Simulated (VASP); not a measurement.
These are PBE GGA, VASP's PBE PAW potentials (set 64) (plane waves; VASP) values and carry that method's errors.

VASP ran on this input.

**POSCAR**
```
Pb32Te32
1
   13.1200611128     0.0000000000     0.0000000000
    0.0000000000    13.1200611128    -0.0000000000
   -0.0000000000    -0.0000000000    13.1200611128
Te Pb
32 32
Direct
  0.7500000000   0.2500000000   0.2500000000
  0.0000000000   0.5000000000   0.2500000000
  0.0000000000   0.2500000000   0.5000000000
  0.2500000000   0.2500000000   0.2500000000
  0.5000000000   0.5000000000   0.2500000000
  0.7500000000   0.7500000000   0.2500000000
  0.0000000000   0.0000000000   0.2500000000
  0.5000000000   0.2500000000   0.5000000000
  0.7500000000   0.5000000000   0.5000000000
  0.0000000000   0.7500000000   0.5000000000
  0.7500000000   0.2500000000   0.7500000000
  0.0000000000   0.5000000000   0.7500000000
  0.0000000000   0.2500000000   0.0000000000
  0.2500000000   0.7500000000   0.2500000000
  0.5000000000   0.0000000000   0.2500000000
  0.2500000000   0.5000000000   0.5000000000
  0.5000000000   0.7500000000   0.5000000000
  0.7500000000   0.0000000000   0.5000000000
  0.2500000000   0.2500000000   0.7500000000
  0.5000000000   0.5000000000   0.7500000000
  0.7500000000   0.7500000000   0.7500000000
  0.0000000000   0.0000000000   0.7500000000
  0.5000000000   0.2500000000   0.0000000000
  0.7500000000   0.5000000000   0.0000000000
  0.0000000000   0.7500000000   0.0000000000
  0.2500000000   0.0000000000   0.5000000000
  0.2500000000   0.7500000000   0.7500000000
  0.5000000000   0.0000000000   0.7500000000
  0.2500000000   0.5000000000   0.0000000000
  0.5000000000   0.7500000000   0.0000000000
  0.7500000000   0.0000000000   0.0000000000
  0.2500000000   0.0000000000   0.0000000000
  0.5000000000   0.0000000000   0.0000000000
  0.7500000000   0.2500000000   0.0000000000
  0.7500000000   0.0000000000   0.2500000000
  0.0000000000   0.0000000000   0.0000000000
  0.2500000000   0.2500000000   0.0000000000
  0.5000000000   0.5000000000   0.0000000000
  0.7500000000   0.7500000000   0.0000000000
  0.2500000000   0.0000000000   0.2500000000
  0.5000000000   0.2500000000   0.2500000000
  0.7500000000   0.5000000000   0.2500000000
  0.5000000000   0.0000000000   0.5000000000
  0.7500000000   0.2500000000   0.5000000000
  0.7500000000   0.0000000000   0.7500000000
  0.0000000000   0.5000000000   0.0000000000
  0.2500000000   0.7500000000   0.0000000000
  0.0000000000   0.2500000000   0.2500000000
  0.2500000000   0.5000000000   0.2500000000
  0.5000000000   0.7500000000   0.2500000000
  0.0000000000   0.0000000000   0.5000000000
  0.2500000000   0.2500000000   0.5000000000
  0.5000000000   0.5000000000   0.5000000000
  0.7500000000   0.7500000000   0.5000000000
  0.2500000000   0.0000000000   0.7500000000
  0.5000000000   0.2500000000   0.7500000000
  0.7500000000   0.5000000000   0.7500000000
  0.0000000000   0.7500000000   0.2500000000
  0.0000000000   0.5000000000   0.5000000000
  0.2500000000   0.7500000000   0.5000000000
  0.0000000000   0.2500000000   0.7500000000
  0.2500000000   0.5000000000   0.7500000000
  0.5000000000   0.7500000000   0.7500000000
  0.0000000000   0.7500000000   0.7500000000
```

INCAR:
```
ALGO = Fast
EDIFF = 1E-5
EDIFFG = -0.03
ENCUT = 400
GGA = PE
IBRION = 2
ISIF = 2
ISMEAR = 0
LASPH = .True.
LCHARG = .False.
LMAXMIX = 4
LREAL = Auto
LWAVE = .True.
NELM = 100
NELMIN = 4
NSW = 20
PREC = Normal
SIGMA = 0.05
SYSTEM = Pb32Te32
```

KPOINTS:
```
Automatic mesh
0
Gamma
1 1 1
0 0 0
```

POTCAR, in this order: Te Pb (PBE.64 set). Program: vasp_gam.

Output of the run:

File OSZICAR:
```
       N       E                     dE             d eps       ncg     rms          rms(c)
DAV:   1     0.223412063666E+04    0.22341E+04   -0.10377E+05   386   0.112E+03
DAV:   2     0.891733136390E+02   -0.21449E+04   -0.20675E+04   556   0.194E+02
DAV:   3    -0.214046048256E+03   -0.30322E+03   -0.29508E+03   444   0.799E+01
DAV:   4    -0.229873961637E+03   -0.15828E+02   -0.15743E+02   468   0.176E+01
DAV:   5    -0.230503435620E+03   -0.62947E+00   -0.62755E+00   532   0.393E+00    0.449E+01
RMM:   6    -0.223727729622E+03    0.67757E+01   -0.14586E+01   392   0.401E+00    0.291E+01
RMM:   7    -0.224582420767E+03   -0.85469E+00   -0.27883E+01   404   0.498E+00    0.645E+00
RMM:   8    -0.223649247817E+03    0.93317E+00   -0.23602E+00   387   0.235E+00    0.578E+00
RMM:   9    -0.223640739903E+03    0.85079E-02   -0.36996E-01   408   0.729E-01    0.159E+00
RMM:  10    -0.223530616248E+03    0.11012E+00   -0.11112E+00   454   0.958E-01    0.172E+00
RMM:  11    -0.223528928800E+03    0.16874E-02   -0.33476E-02   393   0.307E-01    0.989E-01
RMM:  12    -0.223531059920E+03   -0.21311E-02   -0.10512E-02   421   0.128E-01    0.121E+00
RMM:  13    -0.223529769672E+03    0.12902E-02   -0.23417E-02   418   0.174E-01    0.290E-01
RMM:  14    -0.223529700551E+03    0.69121E-04   -0.22972E-03   418   0.666E-02    0.277E-01
RMM:  15    -0.223529747572E+03   -0.47021E-04   -0.55826E-04   446   0.285E-02    0.296E-01
RMM:  16    -0.223529966163E+03   -0.21859E-03   -0.26909E-04   379   0.162E-02    0.359E-01
RMM:  17    -0.223529970739E+03   -0.45759E-05   -0.52545E-05   308   0.812E-03
   1 F= -.22352997E+03 E0= -.22352997E+03  d E =-.223530E+03
```

File OUTCAR:
```
------------------------ aborting loop because EDIFF is reached ----------------------------------------
  FORCE on cell =-STRESS in cart. coord.  units (eV):
  Direction    XX          YY          ZZ          XY          YZ          ZX
  --------------------------------------------------------------------------------------
  Total       21.7795603     21.7795603     21.7795603      0.0000000      0.0000000      0.0000000
  in kB       15.4508407     15.4508407     15.4508407      0.0000000      0.0000000      0.0000000
  external PRESSURE =      15.4508407 kB  Pullay stress =       0.0000000 kB
  volume of cell :     2258.43
      direct lattice vectors                 reciprocal lattice vectors
    13.120061113  0.000000000  0.000000000     0.076219157  0.000000000  0.000000000
     0.000000000 13.120061113  0.000000000     0.000000000  0.076219157  0.000000000
     0.000000000  0.000000000 13.120061113     0.000000000  0.000000000  0.076219157
  FREE ENERGIE OF THE ION-ELECTRON SYSTEM (eV)
  ---------------------------------------------------
  free  energy   TOTEN  =      -223.5299707392 eV

  energy  without entropy=     -223.5299707392  energy(sigma->0) =     -223.52997074

 reached required accuracy - stopping structural energy minimisation
```
(Selected blocks of OUTCAR.)

The supercell is sampled at Γ alone, which is coarse: total energies, pressure and levels can be off, energies of defects by several tenths of an eV.

The cell is a supercell, built from PbTe (rock salt).
